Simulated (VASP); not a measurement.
A VASP calculation is set up with these files.

### POSCAR
```
ZrN
2.290
  0.0000000000   1.0000000000   1.0000000000
  1.0000000000   0.0000000000   1.0000000000
  1.0000000000   1.0000000000   0.0000000000
Zr N
1 1
Cartesian
  0.0000000000   0.0000000000   0.0000000000
  1.0000000000   1.0000000000   1.0000000000
```

**INCAR**
```
SIGMA = 0.1   # width (eV)
ALGO = Normal   # blocked Davidson
ISMEAR = 1
NELM = 100   # most electronic steps
GGA = PE   # PBE
ENCUT = 520   # plane-wave cut-off (eV)
ISIF = 2
LWAVE = .False.
LREAL = .False.
LMAXMIX = 4
SYSTEM = ZrN
EDIFF = 1E-6   # SCF stop (eV)
PREC = Accurate
LASPH = .True.
LCHARG = .False.
```

File KPOINTS:
```
Regular mesh
0
Gamma
  10 10 10
0 0 0
```

POTCAR, in this order: Zr_sv N (PBE.64 set). Program: vasp_std.

**Question.** Write an equivalent input for Ansatz.

**Answer.** One equivalent input (not run):
Ansatz 0.2 input:
```yaml
crystal:
  lattice:
    - [0.0000000, 2.2900000, 2.2900000]
    - [2.2900000, 0.0000000, 2.2900000]
    - [2.2900000, 2.2900000, 0.0000000]
  atoms:
    - { symbol: Zr, position: [0.0000000, 0.0000000, 0.0000000] }
    - { symbol: N, position: [0.5000000, 0.5000000, 0.5000000] }
kpoints:
  mp_grid: { grid: [10, 10, 10] }
hamiltonian:
  xc: pbe
  pseudopotentials: { kind: paw }
scf:
  occupations: { method: methfessel_paxton, width: 0.1 }
  max_iter: 100
output: { forces: true, stress: true, eigenvalues: true }
```
The two are equivalent in intent, not identical: each code has its own PAW files, so the cut-off isn't converted (ENCUT is set for VASP's; basis.ecutwfc is left out, and Ansatz then takes the one that its files recommend); Ansatz stops its SCF on the density residual and VASP on the energy change (EDIFF).

The compound is ZrN in the rock salt structure. The cell was not relaxed at this level.
